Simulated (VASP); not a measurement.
```xyz
2
Lattice="0.0000 2.7700 2.7700 2.7700 0.0000 2.7700 2.7700 2.7700 0.0000" Properties=species:S:1:pos:R:3 pbc="T T T"
Ba     0.0000     0.0000     0.0000
O      2.7700     2.7700     2.7700
```

The base run (VASP): PBE GGA, plane waves, VASP's PBE PAW potentials (set 64). Settings: 520 eV cut-off, 8×8×8 Γ-centred mesh, Gaussian smearing of 0.050 eV, potentials Ba_sv O.

One setting is varied; ΔE counts from the most expensive setting. The base run took about 10 core-seconds. Times come from single runs on busy shared machines, so they are rough: good to a factor of about 2.

The pressure holds a Pulay error that falls with the cut-off, as the column shows.

| setting | cost over the base run | electronic steps | ΔE (meV/atom) | pressure (GPa) |
|---|---|---|---|---|
| ENCUT = 300 | within a factor of 2 | 14 | -70.9 | -14.42 |
| ENCUT = 350 | within a factor of 2 | 14 | -17.4 | -4.16 |
| ENCUT = 400 | within a factor of 2 | 14 | -5.0 | 0.63 |
| base run | reference | 14 | 2.9 | 3.00 |
| ENCUT = 550 | within a factor of 2 | 14 | 2.7 | 2.99 |
| ENCUT = 650 | within a factor of 2 | 14 | 1.2 | 2.89 |
| ENCUT = 750 | within a factor of 2 | 14 | 0.3 | 2.95 |
| ENCUT = 800 | within a factor of 2 | 14 | 0.0 | 3.00 |

Left out are runs that failed, have no time on record or changed the cell.

The compound is BaO in the rock salt structure. The cell was not relaxed at this level.
